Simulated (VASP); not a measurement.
VASP input:

KPOINTS:
```
K-points
0
Gamma
  11 11 11
0 0 0
```

### INCAR
```
# general
SYSTEM = K
PREC   = Accurate
ENCUT  = 520
LREAL  = .FALSE.
LASPH  = .TRUE.

# electronic loop
EDIFF  = 1E-7
NELM   = 100
ALGO   = Normal

# smearing
ISMEAR = -5

# functional
GGA    = PS

# ions
ISIF   = 2

# output
LWAVE  = .FALSE.
LCHARG = .TRUE.
LORBIT = 11
NEDOS  = 601
```

**POSCAR**
```
K
1
   -2.6054770647     2.6054770647     2.6054770647
    2.6054770647    -2.6054770647     2.6054770647
    2.6054770647     2.6054770647    -2.6054770647
K
1
Direct
  0.0000000000   0.0000000000   0.0000000000
```

POTCAR, in this order: K_sv (PBE.64 set). Program: vasp_std.

### Question
Write an equivalent input for Quantum ESPRESSO's pw.x.

### Answer
One equivalent input (not run):
```
&CONTROL
  calculation = 'scf'
  pseudo_dir = './pseudo'
  outdir = './out'
  tprnfor = .true.
  tstress = .true.
/
&SYSTEM
  ibrav = 0
  nat = 1
  ntyp = 1
  ecutwfc = 74
  occupations = 'tetrahedra'
  input_dft = 'pbesol'
/
&ELECTRONS
  conv_thr = 7.3e-09
  electron_maxstep = 100
/
ATOMIC_SPECIES
  K 39.098 K.upf
CELL_PARAMETERS angstrom
    -2.6054771    2.6054771    2.6054771
     2.6054771   -2.6054771    2.6054771
     2.6054771    2.6054771   -2.6054771
ATOMIC_POSITIONS crystal
  K    0.0000000  0.0000000  0.0000000
K_POINTS automatic
  11 11 11 0 0 0
```
Limits of the translation: the potentials are each code's own (VASP's PAW set, PseudoDojo norm-conserving files in pw.x), so ENCUT and ecutwfc are chosen apart and not converted; conv_thr bounds pw.x's estimated SCF error, while EDIFF bounds the energy change between steps.

The compound is K in the bcc structure. It was relaxed first.
